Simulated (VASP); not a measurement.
All values below come from PBEsol GGA, VASP's PBE PAW potentials (set 64) (plane waves; VASP 6.6.1).

The input files of a VASP run:

KPOINTS:
```
k-points along high-symmetry lines
15
Line-mode
Reciprocal
  0.000000   0.000000   0.000000 ! GAMMA
 -0.500000  -0.500000   0.000000 ! X

 -0.500000  -0.500000   0.000000 ! X
 -0.375000  -0.375000   0.250000 ! U

 -0.375000  -0.000000   0.375000 ! K
  0.000000   0.000000   0.000000 ! GAMMA

  0.000000   0.000000   0.000000 ! GAMMA
 -0.000000  -0.000000   0.500000 ! L

 -0.000000  -0.000000   0.500000 ! L
 -0.500000  -0.250000   0.250000 ! W

 -0.500000  -0.250000   0.250000 ! W
 -0.500000  -0.500000   0.000000 ! X
```

POSCAR:
```
BN
1
   -0.0000000000     1.8037830981     1.8037830981
    1.8037830981    -0.0000000000     1.8037830981
    1.8037830981     1.8037830981     0.0000000000
B N
1 1
Direct
  0.0000000000   0.0000000000   0.0000000000
  0.2500000000   0.2500000000   0.2500000000
```

**INCAR**
```
# general
SYSTEM = BN
PREC   = Accurate
ENCUT  = 520
LREAL  = .FALSE.
LASPH  = .TRUE.
ICHARG = 11

# electronic loop
EDIFF  = 1E-7
NELM   = 100
ALGO   = Normal

# smearing
ISMEAR = 0
SIGMA  = 0.05

# functional
GGA    = PS

# output
LWAVE  = .FALSE.
LCHARG = .FALSE.
LORBIT = 11
```

POTCAR, in this order: B N (PBE.64 set). Program: vasp_std. Read from the step before: CHGCAR.

What VASP printed:

File OSZICAR:
```
       N       E                     dE             d eps       ncg     rms          rms(c)
DAV:   1     0.110780421003E+02    0.11078E+02   -0.52984E+03  1496   0.992E+02
DAV:   2    -0.161181523466E+02   -0.27196E+02   -0.25531E+02  1912   0.167E+02
DAV:   3    -0.163262894208E+02   -0.20814E+00   -0.20814E+00  1824   0.179E+01
DAV:   4    -0.163264832394E+02   -0.19382E-03   -0.19382E-03  1896   0.421E-01
DAV:   5    -0.163264833270E+02   -0.87613E-07   -0.87612E-07  1688   0.801E-03
DAV:   6    -0.163264833271E+02   -0.15143E-09   -0.15137E-09  1832   0.241E-04
   1 F= -.16326483E+02 E0= -.16326483E+02  d E =-.863108E-13
```

File OUTCAR:
```
 val. band max:        7.4390560709   @ k =   0.0000   0.0000   0.0000

 cond. band min:      11.7222566014   @ k =  -0.5000  -0.5000   0.0000



 k-point     1 :       0.0000    0.0000    0.0000
  band No.  band energies     occupation
      1     -12.8845      2.00000
      2       7.4391      2.00000
      3       7.4391      2.00000
      4       7.4391      2.00000
      5      16.2297      0.00000
      6      16.2297      0.00000
      7      16.2297      0.00000
      8      17.8064      0.00000

 k-point     2 :      -0.0357   -0.0357    0.0000
  band No.  band energies     occupation
      1     -12.8426      2.00000
      2       7.3246      2.00000
      3       7.3279      2.00000
      4       7.3279      2.00000
      5      16.1519      0.00000
      6      16.3756      0.00000
      7      16.3756      0.00000
      8      17.9438      0.00000

 k-point     3 :      -0.0714   -0.0714    0.0000
  band No.  band energies     occupation
      1     -12.7171      2.00000
      2       6.9962      2.00000
      3       7.0184      2.00000
      4       7.0184      2.00000
      5      15.9562      0.00000
      6      16.7888      0.00000
      7      16.7888      0.00000
      8      18.2958      0.00000

 k-point     4 :      -0.1071   -0.1071    0.0000
  band No.  band energies     occupation
      1     -12.5090      2.00000
      2       6.4910      2.00000
      3       6.5673      2.00000
      4       6.5673      2.00000
      5      15.6896      0.00000
      6      17.4112      0.00000
      7      17.4112      0.00000
      8      18.7485      0.00000

 k-point     5 :      -0.1429   -0.1429    0.0000
  band No.  band energies     occupation
      1     -12.2198      2.00000
      2       5.8515      2.00000
      3       6.0351      2.00000
      4       6.0351      2.00000
      5      15.3706      0.00000
      6      18.1799      0.00000
      7      18.1799      0.00000
      8      19.1762      0.00000
...
```

The density is held fixed in this step, so its total energy and stress have no physical meaning.

The compound is BN in the zinc blende structure. It was relaxed first.
